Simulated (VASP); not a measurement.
Input:

```yaml
crystal:
  lattice:
    - [4.54986, 0.00000, 0.00000]
    - [0.00000, 4.54986, 0.00000]
    - [0.00000, 0.00000, 4.54986]
  atoms:
    - { symbol: Cu, position: [0.00000, 0.00000, 0.00000] }
    - { symbol: C, position: [0.50000, 0.50000, 0.50000] }
    - { symbol: Sc, position: [0.00000, 0.50000, 0.50000] }
    - { symbol: Sc, position: [0.50000, 0.50000, 0.00000] }
    - { symbol: Sc, position: [0.50000, 0.00000, 0.50000] }
```

These are PBE GGA + U (Dudarev), VASP's PBE PAW potentials (set 64) (plane waves; VASP 6.6.1) values and carry that method's errors. Numerical set-up: 520 eV cut-off, 5×5×5 Γ-centred mesh, Gaussian smearing of 0.050 eV, potentials Cu C Sc_sv, U − J: Cu 5.00 eV.

### Question
Give the stress tensor in GPa (positive for a compressed cell).

### Answer

```
-3.07   0.00   0.00
 0.00  -3.07   0.00
 0.00   0.00  -3.07
```
The pressure is its mean diagonal, -3.07 GPa.

The structure was generated: Sc3CuC was put into the cubic-perovskite type (Pm-3m), which need not be its known phase. The cell was not relaxed at this level. The run is one of a series of settings (LDAU = .TRUE., LDAUJ = 0 0 0, LDAUL = 2 -1 -1, LDAUTYPE = 2, LDAUU = 5.0 0 0 against the base run), some of them coarse on purpose.
